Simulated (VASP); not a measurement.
Output of a VASP run:

OSZICAR:
```
...
DAV:   4    -0.160649435298E+02   -0.13854E+02   -0.13596E+02  2304   0.959E+01
DAV:   5    -0.180403891192E+02   -0.19754E+01   -0.19280E+01  2432   0.335E+01    0.492E+00
DAV:   6    -0.183045335521E+02   -0.26414E+00   -0.26332E+00  2440   0.120E+01    0.255E+00
DAV:   7    -0.183821456535E+02   -0.77612E-01   -0.52562E-01  2352   0.539E+00    0.770E-01
DAV:   8    -0.184047134922E+02   -0.22568E-01   -0.79628E-02  2472   0.196E+00    0.530E-01
DAV:   9    -0.184081008171E+02   -0.33873E-02   -0.91343E-03  2488   0.469E-01    0.506E-01
DAV:  10    -0.184148567743E+02   -0.67560E-02   -0.15649E-02  1816   0.144E+00    0.283E-01
DAV:  11    -0.184137564466E+02    0.11003E-02   -0.29618E-03  2176   0.596E-01    0.136E-01
DAV:  12    -0.184134004625E+02    0.35598E-03   -0.16255E-03  2272   0.361E-01    0.135E-02
DAV:  13    -0.184133984072E+02    0.20554E-05   -0.18290E-04  2304   0.115E-01    0.711E-03
DAV:  14    -0.184133957265E+02    0.26807E-05   -0.69514E-05  2264   0.754E-02    0.284E-02
DAV:  15    -0.184133845533E+02    0.11173E-04   -0.32652E-05  2152   0.678E-02    0.406E-03
DAV:  16    -0.184133857343E+02   -0.11810E-05   -0.32775E-06  1944   0.169E-02    0.914E-04
DAV:  17    -0.184133867948E+02   -0.10605E-05   -0.15191E-07  1368   0.721E-03    0.174E-03
DAV:  18    -0.184133867738E+02    0.20994E-07   -0.20094E-08  1104   0.589E-03
   1 F= -.18413387E+02 E0= -.18413376E+02  d E =-.184134E+02
       N       E                     dE             d eps       ncg     rms          rms(c)
DAV:   1    -0.184196632047E+02   -0.62764E-02   -0.49014E-01  1824   0.127E+01    0.334E-01
DAV:   2    -0.184162342548E+02    0.34289E-02   -0.14816E-02  2128   0.147E+00    0.185E-01
DAV:   3    -0.184148143289E+02    0.14199E-02   -0.83389E-03  2248   0.960E-01    0.534E-02
DAV:   4    -0.184148039971E+02    0.10332E-04   -0.42672E-04  2144   0.204E-01    0.337E-02
DAV:   5    -0.184148055285E+02   -0.15314E-05   -0.34258E-05  2320   0.482E-02    0.120E-02
DAV:   6    -0.184148040482E+02    0.14802E-05   -0.10420E-05  2264   0.272E-02    0.243E-03
DAV:   7    -0.184148039621E+02    0.86184E-07   -0.13321E-06  1760   0.923E-03    0.246E-03
DAV:   8    -0.184148041487E+02   -0.18667E-06   -0.13655E-07  1136   0.670E-03    0.868E-04
DAV:   9    -0.184148043533E+02   -0.20460E-06   -0.76161E-08   930   0.379E-03    0.278E-04
DAV:  10    -0.184148043384E+02    0.14917E-07   -0.38924E-08   828   0.501E-03
   2 F= -.18414804E+02 E0= -.18414920E+02  d E =-.141756E-02
       N       E                     dE             d eps       ncg     rms          rms(c)
DAV:   1    -0.184229435150E+02   -0.81392E-02   -0.77508E-01  1754   0.160E+01    0.418E-01
DAV:   2    -0.184176498844E+02    0.52936E-02   -0.23583E-02  2120   0.187E+00    0.233E-01
DAV:   3    -0.184153961202E+02    0.22538E-02   -0.13153E-02  2224   0.121E+00    0.667E-02
DAV:   4    -0.184153802695E+02    0.15851E-04   -0.67722E-04  2152   0.258E-01    0.421E-02
DAV:   5    -0.184153822394E+02   -0.19699E-05   -0.53032E-05  2328   0.605E-02    0.146E-02
DAV:   6    -0.184153802892E+02    0.19502E-05   -0.15713E-05  2272   0.345E-02    0.304E-03
DAV:   7    -0.184153801981E+02    0.91142E-07   -0.18617E-06  1848   0.103E-02    0.306E-03
DAV:   8    -0.184153804376E+02   -0.23952E-06   -0.22083E-07  1232   0.729E-03    0.978E-04
DAV:   9    -0.184153806736E+02   -0.23598E-06   -0.10692E-07  1004   0.423E-03    0.333E-04
DAV:  10    -0.184153806523E+02    0.21322E-07   -0.44178E-08   822   0.553E-03
   3 F= -.18415381E+02 E0= -.18415727E+02  d E =-.199388E-02
```

### OUTCAR
```
------------------------ aborting loop because EDIFF is reached ----------------------------------------
  FORCE on cell =-STRESS in cart. coord.  units (eV):
  Direction    XX          YY          ZZ          XY          YZ          ZX
  --------------------------------------------------------------------------------------
  Total        0.7615187      0.7615188      0.7876198      0.0000000      0.0000000     -0.0000000
  in kB        8.1582847      8.1582859      8.4379099      0.0000000      0.0000000     -0.0000000
  external PRESSURE =       8.2514935 kB  Pullay stress =       0.0000000 kB
  volume of cell :      149.55
      direct lattice vectors                 reciprocal lattice vectors
     1.890432711 -3.274325748 -0.000000000     0.264489710 -0.152703194  0.000000000
     1.890432711  3.274325748 -0.000000000     0.264489710  0.152703194  0.000000000
     0.000000000  0.000000000 12.080341245     0.000000000  0.000000000  0.082779119
 POSITION                                       TOTAL-FORCE (eV/Angst)
 -----------------------------------------------------------------------------------
      0.00000      0.00000      6.04017         0.000000      0.000000      0.000000
      0.00000      0.00000      0.00000         0.000000      0.000000      0.000000
      1.89043      1.09144      3.02009         0.000000     -0.000000      0.000000
      1.89043     -1.09144      9.06026        -0.000000      0.000000     -0.000000
 -----------------------------------------------------------------------------------
    total drift:                                0.000000      0.000000      0.000000
  FREE ENERGIE OF THE ION-ELECTRON SYSTEM (eV)
  ---------------------------------------------------
  free  energy   TOTEN  =       -18.4153806523 eV

  energy  without entropy=      -18.4164195183  energy(sigma->0) =      -18.41572694

 reached required accuracy - stopping structural energy minimisation
```
(Selected blocks of OUTCAR.)

POSCAR:
```
La
1
    1.8822736116    -3.2601937603     0.0000000000
    1.8822736116     3.2601937603     0.0000000000
    0.0000000000     0.0000000000    12.1852976846
La
4
Direct
  1.0000000000   0.0000000000   0.5000000000
  1.0000000000   0.0000000000   1.0000000000
  0.3333330000   0.6666670000   0.2500000000
  0.6666670000   0.3333330000   0.7500000000
```

Question: Write an INCAR and KPOINTS that could have produced this output.

Answer: Several could match; the one computed here: the input of the run itself, revPBE GGA, plane waves, VASP's PBE PAW potentials (set 64).

### INCAR
```
# general
SYSTEM =La
PREC   =Accurate
ENCUT  =520
LREAL  =.FALSE.
LASPH  =.TRUE.

# electronic loop
EDIFF  =1E-7
NELM   =100
ALGO   =Normal
LMAXMIX=6

# smearing
ISMEAR =1
SIGMA  =0.1

# functional
GGA    =RE

# ions
IBRION =2
NSW    =30
ISIF   =4
EDIFFG =-0.01

# output
LWAVE  =.FALSE.
LCHARG =.FALSE.
```

### KPOINTS
```
kpoints
0
G
  9 9 3
0 0 0
```

POTCAR, in this order: La (PBE.64 set). Program: vasp_std.

The compound is La in the dhcp structure. This cell is one point of a volume scan, at 0.97 of the reference volume. Symmetry was kept, so distortions that lower it aren't found.
